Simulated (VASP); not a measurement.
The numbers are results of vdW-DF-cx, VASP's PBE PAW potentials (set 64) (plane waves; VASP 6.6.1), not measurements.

VASP ran on this input.

**POSCAR**
```
BN
1
    0.0000000000     1.7914864530     1.7914864530
    1.7914864530     0.0000000000     1.7914864530
    1.7914864530     1.7914864530     0.0000000000
B N
1 1
Direct
  0.0000000000   0.0000000000   0.0000000000
  0.2500000000   0.2500000000   0.2500000000
```

### INCAR
```
# general
SYSTEM  =BN
PREC    =Accurate
ENCUT   =520
LREAL   =F
LASPH   =T

# electronic loop
EDIFF   =1E-7
NELM    =100
ALGO    =Normal

# smearing
ISMEAR  =0
SIGMA   =0.05

# functional
GGA     =CX
LUSE_VDW=T
AGGAC   =0.0

# ions
ISIF    =2

# output
LWAVE   =F
LCHARG  =F
```

File KPOINTS:
```
kpoints
0
Gamma
 12 12 12
0 0 0
```

POTCAR, in this order: B N (PBE.64 set). Program: vasp_std.

The resulting files:

File OUTCAR:
```
 ion  position               nearest neighbor table
   1  0.000  0.000  0.000-   2 1.55   2 1.55   2 1.55   2 1.55
   2  0.250  0.250  0.250-   1 1.55   1 1.55   1 1.55   1 1.55
  LATTYP: Found a face centered cubic cell.
 ALAT       =     3.5829729060
 Subroutine PRICEL returns:
 Original cell was already a primitive cell.
 Subroutine GETGRP returns: Found 24 space group operations
The static configuration has the point symmetry T_d .
The dynamic configuration has the point symmetry T_d .
 Subroutine INISYM returns: Found 24 space group operations
 Subroutine IBZKPT returns following result:
 Found     72 irreducible k-points:

 Following reciprocal coordinates:
            Coordinates               Weight
  0.000000  0.000000  0.000000      1.000000
  0.083333  0.000000  0.000000      8.000000
  0.166667  0.000000  0.000000      8.000000
  0.250000  0.000000  0.000000      8.000000
  0.333333  0.000000  0.000000      8.000000
  0.416667  0.000000  0.000000      8.000000
  0.500000  0.000000  0.000000      4.000000
  0.083333  0.083333  0.000000      6.000000
  0.166667  0.083333  0.000000     24.000000
  0.250000  0.083333  0.000000     24.000000
  0.333333  0.083333  0.000000     24.000000
  0.416667  0.083333  0.000000     24.000000
  0.500000  0.083333  0.000000     24.000000
 -0.416667  0.083333  0.000000     24.000000
 -0.333333  0.083333  0.000000     24.000000
 -0.250000  0.083333  0.000000     24.000000
 -0.166667  0.083333  0.000000     24.000000
 -0.083333  0.083333  0.000000     12.000000
  0.166667  0.166667  0.000000      6.000000
  0.250000  0.166667  0.000000     24.000000
  0.333333  0.166667  0.000000     24.000000
  0.416667  0.166667  0.000000     24.000000
  0.500000  0.166667  0.000000     24.000000
 -0.416667  0.166667  0.000000     24.000000
...
```

**OSZICAR**
```
       N       E                     dE             d eps       ncg     rms          rms(c)
DAV:   1     0.982103858167E+01    0.98210E+01   -0.53521E+03  1208   0.994E+02
DAV:   2    -0.165874078146E+02   -0.26408E+02   -0.25619E+02  1600   0.176E+02
DAV:   3    -0.167708608842E+02   -0.18345E+00   -0.18345E+00  1408   0.178E+01
DAV:   4    -0.167709840670E+02   -0.12318E-03   -0.12318E-03  1488   0.414E-01
DAV:   5    -0.167709841228E+02   -0.55860E-07   -0.55860E-07  1328   0.644E-03    0.695E+00
DAV:   6    -0.158607870847E+02    0.91020E+00   -0.35039E+00  1440   0.138E+01    0.342E+00
DAV:   7    -0.157853421890E+02    0.75445E-01   -0.11272E-01  1560   0.307E+00    0.196E+00
DAV:   8    -0.157681726055E+02    0.17170E-01   -0.42420E-02  1384   0.175E+00    0.161E-01
DAV:   9    -0.157682585378E+02   -0.85932E-04   -0.50336E-04  1232   0.246E-01    0.763E-02
DAV:  10    -0.157683142504E+02   -0.55713E-04   -0.97793E-05  1560   0.109E-01    0.125E-02
DAV:  11    -0.157683167543E+02   -0.25039E-05   -0.59523E-06  1304   0.225E-02    0.750E-03
DAV:  12    -0.157683168302E+02   -0.75902E-07   -0.12140E-06  1416   0.917E-03    0.275E-04
DAV:  13    -0.157683168352E+02   -0.49768E-08   -0.15614E-08   576   0.158E-03
   1 F= -.15768317E+02 E0= -.15768317E+02  d E =-.168734E-12
```

**OUTCAR**
```
------------------------ aborting loop because EDIFF is reached ----------------------------------------
  FORCE on cell =-STRESS in cart. coord.  units (eV):
  Direction    XX          YY          ZZ          XY          YZ          ZX
  --------------------------------------------------------------------------------------
  Total        0.8757943      0.8757943      0.8757943      0.0000000     -0.0000000      0.0000000
  in kB      122.0231175    122.0231175    122.0231175      0.0000000     -0.0000000      0.0000000
  external PRESSURE =     122.0231175 kB  Pullay stress =       0.0000000 kB
  volume of cell :       11.50
      direct lattice vectors                 reciprocal lattice vectors
     0.000000000  1.791486453  1.791486453    -0.279097840  0.279097840  0.279097840
     1.791486453  0.000000000  1.791486453     0.279097840 -0.279097840  0.279097840
     1.791486453  1.791486453  0.000000000     0.279097840  0.279097840 -0.279097840
  FREE ENERGIE OF THE ION-ELECTRON SYSTEM (eV)
  ---------------------------------------------------
  free  energy   TOTEN  =       -15.7683168352 eV

  energy  without entropy=      -15.7683168352  energy(sigma->0) =      -15.76831684
```
(Selected blocks of OUTCAR.)

**OUTCAR**
```
 val. band max:        7.7207021499   @ k =   0.0000   0.0000   0.0000

 cond. band min:      12.1644216167   @ k =   0.5000   0.5000   0.0000


 Fermi energy:         7.9414179355

 k-point     1 :       0.0000    0.0000    0.0000
  band No.  band energies     occupation
      1     -12.8057      2.00000
      2       7.7207      2.00000
      3       7.7207      2.00000
      4       7.7207      2.00000
      5      16.7069      0.00000
      6      16.7069      0.00000
      7      16.7069      0.00000
      8      18.5339      0.00000

 k-point     2 :       0.0833    0.0000    0.0000
  band No.  band energies     occupation
      1     -12.6325      2.00000
      2       6.7935      2.00000
      3       7.5352      2.00000
      4       7.5352      2.00000
      5      16.9492      0.00000
      6      16.9894      0.00000
      7      16.9894      0.00000
      8      19.0764      0.00000

 k-point     3 :       0.1667    0.0000    0.0000
  band No.  band energies     occupation
      1     -12.1189      2.00000
      2       4.6544      2.00000
      3       7.0843      2.00000
      4       7.0843      2.00000
      5      17.3250      0.00000
      6      17.6424      0.00000
      7      17.6424      0.00000
      8      20.3646      0.00000

 k-point     4 :       0.2500    0.0000    0.0000
  band No.  band energies     occupation
      1     -11.2877      2.00000
      2       2.1354      2.00000
      3       6.5646      2.00000
      4       6.5646      2.00000
      5      17.6776      0.00000
      6      18.2563      0.00000
      7      18.2563      0.00000
      8      21.6494      0.00000

 k-point     5 :       0.3333    0.0000    0.0000
  band No.  band energies     occupation
      1     -10.1998      2.00000
      2      -0.3136      2.00000
      3       6.1219      2.00000
      4       6.1219      2.00000
      5      17.9800      0.00000
      6      18.5563      0.00000
      7      18.5563      0.00000
...
```

The compound is BN in the zinc blende structure. This cell is one point of a volume scan, at 0.97 of the reference volume.
